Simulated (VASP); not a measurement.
Runs of VASP 6.6.1 on V. The structure is cubic, space group Im-3m (No. 229). Conventional cell: a = 2.959 Å, b = 2.959 Å, c = 2.959 Å, α = 90.00°, β = 90.00°, γ = 90.00°. Around V (site symmetry m-3m) lie 8 V at 2.56 Å. 

```csv
level,k mesh,cutoff (eV),smearing,gap on the mesh (eV),pressure (GPa)
PBEsol,30 × 30 × 30,520,gaussian 0.1 eV,none,0.0
PBEsol,20 × 20 × 20,900,gaussian 0.1 eV,none,0.1
PBEsol,20 × 20 × 20,520,gaussian 0.5 eV,none,1.3
r2SCAN,20 × 20 × 20,520,gaussian 0.1 eV,none,(a)
PBEsol,20 × 20 × 20,700,gaussian 0.1 eV,none,0.0
```

Alike in all rows: task single point; potentials or basis VASP PAW PBE potentials, release 64 (V_sv); no spin polarisation; cell as given.

**Question.** Estimate the missing entries.

**Answer.** (a) 5.5.

Caveats: the PAW data sets were made with another functional, which shifts forces and pressure a little.

A gap of «none» marks a metal or a gap under the smearing width.
